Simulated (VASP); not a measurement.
Output of a VASP run:

OSZICAR:
```
       N       E                     dE             d eps       ncg     rms          rms(c)
DAV:   1     0.426805053889E+00    0.42681E+00   -0.50285E+03  1384   0.980E+02
DAV:   2    -0.185373349178E+02   -0.18964E+02   -0.18272E+02  2056   0.111E+02
DAV:   3    -0.186799128251E+02   -0.14258E+00   -0.14258E+00  1512   0.124E+01
DAV:   4    -0.186800814139E+02   -0.16859E-03   -0.16859E-03  1888   0.471E-01
DAV:   5    -0.186800814801E+02   -0.66223E-07   -0.66223E-07  1424   0.621E-03    0.516E+00
DAV:   6    -0.182801815987E+02    0.39990E+00   -0.30835E-01  1408   0.438E+00    0.309E+00
DAV:   7    -0.181454961959E+02    0.13469E+00   -0.34546E-01  1648   0.473E+00    0.677E-01
DAV:   8    -0.181467007369E+02   -0.12045E-02   -0.18214E-03  1456   0.484E-01    0.443E-02
DAV:   9    -0.181467249603E+02   -0.24223E-04   -0.12736E-04  1968   0.995E-02    0.270E-02
DAV:  10    -0.181467384895E+02   -0.13529E-04   -0.15313E-05  1352   0.448E-02    0.546E-03
DAV:  11    -0.181467383621E+02    0.12740E-06   -0.43057E-08  1912   0.218E-03    0.148E-03
DAV:  12    -0.181467383646E+02   -0.25266E-08   -0.13471E-08   672   0.142E-03
   1 F= -.18351969E+02 E0= -.18351969E+02  d E =-.325386E-13
```

File OUTCAR:
```
------------------------ aborting loop because EDIFF is reached ----------------------------------------
 Edisp (eV)   -0.20523
  FORCE on cell =-STRESS in cart. coord.  units (eV):
  Direction    XX          YY          ZZ          XY          YZ          ZX
  --------------------------------------------------------------------------------------
  Total      -1.71438    -1.71438    -1.71438    -0.00000     0.00000     0.00000
  in kB    -228.68598  -228.68598  -228.68598    -0.00000     0.00000     0.00000
  external pressure =     -228.69 kB  Pullay stress =        0.00 kB
  volume of cell :       12.01
      direct lattice vectors                 reciprocal lattice vectors
     0.000000000  1.817675286  1.817675286    -0.275076634  0.275076634  0.275076634
     1.817675286  0.000000000  1.817675286     0.275076634 -0.275076634  0.275076634
     1.817675286  1.817675286  0.000000000     0.275076634  0.275076634 -0.275076634
 POSITION                                       TOTAL-FORCE (eV/Angst)
 -----------------------------------------------------------------------------------
      0.00000      0.00000      0.00000         0.000000     -0.000000     -0.000000
      0.90884      0.90884      0.90884        -0.000000      0.000000      0.000000
 -----------------------------------------------------------------------------------
    total drift:                                0.000000      0.000000      0.000000
  FREE ENERGIE OF THE ION-ELECTRON SYSTEM (eV)
  ---------------------------------------------------
  free  energy   TOTEN  =       -18.3519693439 eV

  energy  without entropy=      -18.3519693439  energy(sigma->0) =      -18.35196934
```
(Selected blocks of OUTCAR.)

**POSCAR**
```
C
1
    0.0000000000     1.8176752855     1.8176752855
    1.8176752855     0.0000000000     1.8176752855
    1.8176752855     1.8176752855     0.0000000000
C
2
Direct
  0.0000000000   0.0000000000   0.0000000000
  0.2500000000   0.2500000000   0.2500000000
```

Question: Reconstruct the remaining input files.

Answer: This is not unique; one that fits is the input of the run itself, PBE GGA with D3 dispersion (zero damping), plane waves, VASP's PBE PAW potentials (set 64).

**INCAR**
```
SYSTEM = C
PREC = Accurate
ENCUT = 520
EDIFF = 1E-7
NELM = 100
ALGO = Normal
LREAL = .FALSE.
LASPH = .TRUE.
ISMEAR = 0
SIGMA = 0.05
GGA = PE
IVDW = 11
LWAVE = .FALSE.
LCHARG = .FALSE.
ISIF = 2
```

KPOINTS:
```
K-points
0
gamma
 13 13 13
0 0 0
```

POTCAR, in this order: C (PBE.64 set). Program: vasp_std.

The compound is C in the diamond structure. This cell is one point of a volume scan, at 1.06 of the reference volume.
